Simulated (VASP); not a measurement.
Crystal: Ni.

```
Ni
1.0
     0.00000    1.73500    1.73500
     1.73500    0.00000    1.73500
     1.73500    1.73500    0.00000
Ni
1
Direct
  0.00000 0.00000 0.00000
```

The cell was built by a generator and needn't be a form met in nature.

```yaml
Program: VASP 6.6.1
Task: relaxation of cell and atoms
Functional: PBE
Potentials_or_basis: VASP PAW PBE potentials, release 64 (Ni)
Cutoff: 600 eV
k_mesh: 20 × 20 × 20
Occupations: methfessel-paxton, width 0.1 eV
Spin: collinear spin, ferromagnetic start
Starting_moments: "[0.7] μB"
```

At the start: pressure 8.8 GPa; volume 10.45 Å³/atom.

Where does the relaxation end?

Over 3 steps the energy falls by 11.5 meV/atom and the volume is 10.88 Å³/atom (+4.2 %); space group Fm-3m (No. 225, to 0.05 Å); moment 0.63 μB per cell.

The path:
```csv
step,energy change (eV),largest force (eV/Å),pressure (GPa),volume (Å³)
1,0.0000,0.0000,8.81,10.45
2,-0.0004,0.0000,-7.33,11.34
3,-0.0115,0.0000,-0.04,10.88
```

Final structure:
```yaml
crystal:
  lattice:
    - [0.00000, 1.75877, 1.75877]
    - [1.75877, 0.00000, 1.75877]
    - [1.75877, 1.75877, 0.00000]
  atoms:
    - { symbol: Ni, position: [0.00000, 0.00000, 0.00000] }
```
